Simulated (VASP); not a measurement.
These are PBE GGA, VASP's PBE PAW potentials (set 64) (plane waves; VASP) values and carry that method's errors.

VASP input:

**KPOINTS**
```
Automatic mesh
0
Gamma
  13 13 13
0 0 0
```

INCAR:
```
# general
SYSTEM =HfN
PREC   =Accurate
ENCUT  =520
LREAL  =F
LASPH  =F

# electronic loop
EDIFF  =1E-6
NELM   =100
ALGO   =Normal
LMAXMIX=6

# smearing
ISMEAR =1
SIGMA  =0.1

# functional
GGA    =PE

# ions
ISIF   =2

# output
LWAVE  =F
LCHARG =F
```

POSCAR:
```
HfN
1
    0.0000000000     2.2600000000     2.2600000000
    2.2600000000     0.0000000000     2.2600000000
    2.2600000000     2.2600000000     0.0000000000
Hf N
1 1
Direct
  0.0000000000   0.0000000000   0.0000000000
  0.5000000000   0.5000000000   0.5000000000
```

POTCAR, in this order: Hf_pv N (PBE.64 set). Program: vasp_std.

Output

**OUTCAR**
```
 ion  position               nearest neighbor table
   1  0.000  0.000  0.000-   2 2.26   2 2.26   2 2.26   2 2.26   2 2.26   2 2.26
   2  0.500  0.500  0.500-   1 2.26   1 2.26   1 2.26   1 2.26   1 2.26   1 2.26
  LATTYP: Found a face centered cubic cell.
 ALAT       =     4.5200000000
 Subroutine PRICEL returns:
 Original cell was already a primitive cell.
 Subroutine GETGRP returns: Found 48 space group operations
The static configuration has the point symmetry O_h .
The dynamic configuration has the point symmetry O_h .
 Subroutine INISYM returns: Found 48 space group operations
 Subroutine IBZKPT returns following result:
 Found     84 irreducible k-points:

 Following reciprocal coordinates:
            Coordinates               Weight
  0.000000  0.000000  0.000000      1.000000
  0.076923  0.000000  0.000000      8.000000
  0.153846  0.000000  0.000000      8.000000
  0.230769  0.000000  0.000000      8.000000
  0.307692  0.000000  0.000000      8.000000
  0.384615  0.000000  0.000000      8.000000
  0.461538  0.000000  0.000000      8.000000
  0.076923  0.076923  0.000000      6.000000
  0.153846  0.076923  0.000000     24.000000
  0.230769  0.076923  0.000000     24.000000
  0.307692  0.076923  0.000000     24.000000
  0.384615  0.076923  0.000000     24.000000
  0.461538  0.076923  0.000000     24.000000
 -0.461538  0.076923  0.000000     24.000000
 -0.384615  0.076923  0.000000     24.000000
 -0.307692  0.076923  0.000000     24.000000
 -0.230769  0.076923  0.000000     24.000000
 -0.153846  0.076923  0.000000     24.000000
 -0.076923  0.076923  0.000000     12.000000
  0.153846  0.153846  0.000000      6.000000
  0.230769  0.153846  0.000000     24.000000
  0.307692  0.153846  0.000000     24.000000
  0.384615  0.153846  0.000000     24.000000
  0.461538  0.153846  0.000000     24.000000
...
```

File OSZICAR:
```
       N       E                     dE             d eps       ncg     rms          rms(c)
DAV:   1     0.359546167232E+02    0.35955E+02   -0.82872E+03  1848   0.128E+03
DAV:   2    -0.226749891205E+02   -0.58630E+02   -0.55161E+02  2423   0.249E+02
DAV:   3    -0.247446665908E+02   -0.20697E+01   -0.20571E+01  2405   0.409E+01
DAV:   4    -0.247612782945E+02   -0.16612E-01   -0.16367E-01  2179   0.368E+00
DAV:   5    -0.247615536580E+02   -0.27536E-03   -0.27459E-03  2373   0.344E-01    0.491E+01
DAV:   6    -0.218366629587E+02    0.29249E+01   -0.15525E+01  2160   0.282E+01    0.411E+01
DAV:   7    -0.217774083691E+02    0.59255E-01   -0.68929E-01  2106   0.759E+00    0.264E+01
DAV:   8    -0.217656550591E+02    0.11753E-01   -0.13397E-01  2167   0.341E+00    0.617E+00
DAV:   9    -0.217548965043E+02    0.10759E-01   -0.61989E-02  2183   0.173E+00    0.154E+00
DAV:  10    -0.217544835727E+02    0.41293E-03   -0.23128E-03  2167   0.444E-01    0.338E-01
DAV:  11    -0.217544880492E+02   -0.44764E-05   -0.23532E-04  2296   0.136E-01    0.538E-02
DAV:  12    -0.217544845036E+02    0.35455E-05   -0.14515E-05  2237   0.363E-02    0.360E-02
DAV:  13    -0.217544842081E+02    0.29553E-06   -0.57121E-07  1167   0.836E-03
   1 F= -.21754484E+02 E0= -.21754382E+02  d E =-.306814E-03
```

File OUTCAR:
```
------------------------ aborting loop because EDIFF is reached ----------------------------------------
  FORCE on cell =-STRESS in cart. coord.  units (eV):
  Direction    XX          YY          ZZ          XY          YZ          ZX
  --------------------------------------------------------------------------------------
  Total        0.3780582      0.3780582      0.3780582     -0.0000000      0.0000000      0.0000000
  in kB       26.2369830     26.2369830     26.2369830     -0.0000000      0.0000000      0.0000000
  external PRESSURE =      26.2369830 kB  Pullay stress =       0.0000000 kB
  volume of cell :       23.09
      direct lattice vectors                 reciprocal lattice vectors
     0.000000000  2.260000000  2.260000000    -0.221238938  0.221238938  0.221238938
     2.260000000  0.000000000  2.260000000     0.221238938 -0.221238938  0.221238938
     2.260000000  2.260000000  0.000000000     0.221238938  0.221238938 -0.221238938
 POSITION                                       TOTAL-FORCE (eV/Angst)
 -----------------------------------------------------------------------------------
      0.00000      0.00000      0.00000         0.000000      0.000000     -0.000000
      2.26000      2.26000      2.26000         0.000000     -0.000000      0.000000
 -----------------------------------------------------------------------------------
    total drift:                                0.000000     -0.000000     -0.000000
  FREE ENERGIE OF THE ION-ELECTRON SYSTEM (eV)
  ---------------------------------------------------
  free  energy   TOTEN  =       -21.7544842081 eV

  energy  without entropy=      -21.7541773943  energy(sigma->0) =      -21.75438194
```
(Selected blocks of OUTCAR.)

### OUTCAR
```
 val. band max:        8.4308588500   @ k =   0.1538   0.0000   0.0000

 cond. band min:       8.4871274075   @ k =  -0.3846   0.3077   0.0000


 Fermi energy:         8.4568879802

 k-point     1 :       0.0000    0.0000    0.0000
  band No.  band energies     occupation
      1     -22.7832      2.00000
      2     -22.7832      2.00000
      3     -22.7832      2.00000
      4      -9.1286      2.00000
      5       5.3474      2.00000
      6       5.3474      2.00000
      7       5.3474      2.00000
      8       8.0280      2.00000
      9       8.0280      2.00000
     10       8.0280      2.00000
     11      10.1576     -0.00000

 k-point     2 :       0.0769    0.0000    0.0000
  band No.  band energies     occupation
      1     -22.8433      2.00000
      2     -22.7882      2.00000
      3     -22.7882      2.00000
      4      -8.9928      2.00000
      5       4.7592      2.00000
      6       5.0054      2.00000
      7       5.0054      2.00000
      8       8.1815      2.00069
      9       8.2274      2.00551
     10       8.2274      2.00551
     11      10.5921      0.00000

 k-point     3 :       0.1538    0.0000    0.0000
  band No.  band energies     occupation
      1     -23.0057      2.00000
      2     -22.8020      2.00000
      3     -22.8020      2.00000
      4      -8.6109      2.00000
      5       3.5484      2.00000
      6       4.2803      2.00000
      7       4.2803      2.00000
      8       8.4309      1.42444
      9       8.7395     -0.00048
     10       8.7395     -0.00048
     11      11.6159      0.00000

 k-point     4 :       0.2308    0.0000    0.0000
  band No.  band energies     occupation
      1     -23.2254      2.00000
      2     -22.8214      2.00000
      3     -22.8214      2.00000
      4      -8.0526      2.00000
      5       2.2417      2.00000
      6       3.5257      2.00000
      7       3.5257      2.00000
      8       8.8079     -0.00001
      9       9.4916     -0.00000
...
```

Unless said otherwise, spin-orbit coupling is left out, though it shifts the bands of the heavy elements here.

The compound is HfN in the rock salt structure. The cell was not relaxed at this level. The run is one of a series of settings (LASPH = .FALSE. against the base run), some of them coarse on purpose. The electron count is odd and the run is not spin-polarised, which forces a metal.
